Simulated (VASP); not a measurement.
```yaml
crystal:
  lattice:
    - [3.87322, 0.00000, 0.00000]
    - [0.00000, 3.87322, 0.00000]
    - [0.00000, 0.00000, 3.87322]
  atoms:
    - { symbol: La, position: [0.00000, 0.00000, 0.00000] }
    - { symbol: Te, position: [0.50000, 0.50000, 0.50000] }
```

These are PBEsol GGA, VASP's PBE PAW potentials (set 64) (plane waves; VASP) values and carry that method's errors. Run with 400 eV cut-off, Gaussian smearing of 0.050 eV, potentials La Te.

### Question
Give the energies of bands 6 to 11 at the high-symmetry points, in eV from the Fermi level.

### Answer

```
band      Γ      X      M      R
----  -----  -----  -----  -----
6     -1.41  -5.52  -3.61  -5.08
7     -1.41  -2.26  -3.61  -5.08
8     -1.41  -2.26  -1.05  -5.08
9     -1.32  -0.42  -0.81   1.69
10    -1.32   1.07   1.34   1.69
11     1.65   1.56   1.35   1.69
```

It has no gap at this level: it comes out as a metal or semimetal.

The structure was generated: LaTe was put into the CsCl type type (Pm-3m), which need not be its known phase. It was relaxed first, which changed the volume by -36 %. The electron count is odd and the run is not spin-polarised, which forces a metal.
